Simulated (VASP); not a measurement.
```
CELL_PARAMETERS angstrom
      0.00000     1.91309     1.91309
      1.91309     0.00000     1.91309
      1.91309     1.91309     0.00000
ATOMIC_POSITIONS crystal
  Ir 0.00000 0.00000 0.00000
```

These are PBE GGA, VASP's PBE PAW potentials (set 64) (plane waves; VASP) values and carry that method's errors. Run with 420 eV cut-off, 17×17×17 Γ-centred mesh, first-order Methfessel-Paxton smearing of 0.27 eV, potentials Ir.

Energy and stress use the plane-wave basis of the starting cell.

Q: The ions, cell shape and volume are relaxed. Predict the relaxed structure.

A: 
```
CELL_PARAMETERS angstrom
      0.00000     1.93616     1.93616
      1.93616     0.00000     1.93616
      1.93616     1.93616     0.00000
ATOMIC_POSITIONS crystal
  Ir 0.00000 0.00000 0.00000
```
Space group Fm-3m (225), at a tolerance of 0.03 Å.

Q: How do energy and volume change from the first to the last step?

A: The energy (σ→0) changes by -21.2 meV/atom and the volume by +3.7 %, in 4 ionic steps.

```tsv
step	E(σ→0) (eV)	max force (eV/Å)	pressure (GPa)	volume (Å³)
1	-8.8295	0.000	13.74	14.00
2	-8.6072	0.000	-32.90	16.58
3	-8.8507	0.000	-0.77	14.55
4	-8.8507	0.000	-0.05	14.52
```

The structure comes from a computed database's Ir entry; how it stands against other phases isn't given here. This run relaxes it. Symmetry was kept, so distortions that lower it aren't found. The run is one of a series of settings (EDIFF = 1E-09, EDIFFG = -0.005, ENCUT = 420, IBRION = 2, ISIF = 3, NSW = 50, KPOINTS 17×17×17 Γ-centred mesh against the base run), some of them coarse on purpose.
